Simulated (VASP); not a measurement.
Input:

```yaml
crystal:
  lattice:
    - [4.85128, 0.00000, 0.00000]
    - [-2.42564, 4.20133, 0.00000]
    - [0.00000, 0.00000, 3.36897]
  atoms:
    - { symbol: Dy, position: [0.00000, 0.00000, 0.00000] }
    - { symbol: Hg, position: [0.33333, 0.66667, 0.50000] }
    - { symbol: Hg, position: [0.66667, 0.33333, 0.50000] }
```

Calculation: PBEsol GGA, VASP's PBE PAW potentials (set 64) (plane waves; VASP 6.6.1). Settings: 400 eV cut-off, Gaussian smearing of 0.050 eV, potentials Dy_3 Hg.

The 4f electrons are frozen in the core of the lanthanide potential, so 4f levels, which can set the real gap, and their magnetism are missing.

Problem. Give the energies of bands 10 to 19 at the high-symmetry points, in eV from the Fermi level.

Solution. 
| band | Γ | M | K | A | L | H |
|---|---|---|---|---|---|---|
| 10 | -7.47 | -7.40 | -7.23 | -7.64 | -7.00 | -6.88 |
| 11 | -7.47 | -6.97 | -7.23 | -7.05 | -6.59 | -6.65 |
| 12 | -7.47 | -6.67 | -6.62 | -7.05 | -6.55 | -6.65 |
| 13 | -6.81 | -6.66 | -6.14 | -6.27 | -6.28 | -6.12 |
| 14 | -6.81 | -6.09 | -5.40 | -4.87 | -4.48 | -4.17 |
| 15 | -1.16 | -5.52 | -5.40 | -3.73 | -2.88 | -4.17 |
| 16 | -1.16 | -0.70 | -3.71 | 0.93 | -1.55 | -0.85 |
| 17 | -0.37 | -0.70 | 0.46 | 0.93 | -0.92 | -0.85 |
| 18 | 0.14 | 1.42 | 2.03 | 2.58 | -0.81 | -0.26 |
| 19 | 3.94 | 2.05 | 2.03 | 2.58 | 2.96 | 2.84 |

It has no gap at this level: it comes out as a metal or semimetal.

The structure comes from a measured DyHg2 entry (P6/mmm) of the Crystallography Open Database, whose conditions weren't checked. It was relaxed first. The electron count is odd and the run is not spin-polarised, which forces a metal.
